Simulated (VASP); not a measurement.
Data:

```
Al
1.0
    0.00000     2.00025     2.00025
    2.00025     0.00000     2.00025
    2.00025     2.00025     0.00000
Al
1
Cartesian
  0.00000   0.00000   0.00000
```

Method: SCAN meta-GGA, VASP's PBE PAW potentials (set 64) (plane waves; VASP). Settings: 400 eV cut-off, 18×18×18 Γ-centred mesh, tetrahedra with Blöchl corrections, potentials Al.

**Question.** Predict the energy per atom (σ→0), band gap (over mesh and band path) with the smallest direct gap where there is one.

**Answer.** 
band gap (over mesh and band path): none (metal, semimetal or under 0.01 eV)
energy per atom (σ→0): -7.743 eV/atom

Only differences to runs with the same potentials and settings are physical.

The structure comes from a measured Al entry (Fm-3m) of the Crystallography Open Database, whose conditions weren't checked. It was relaxed first.
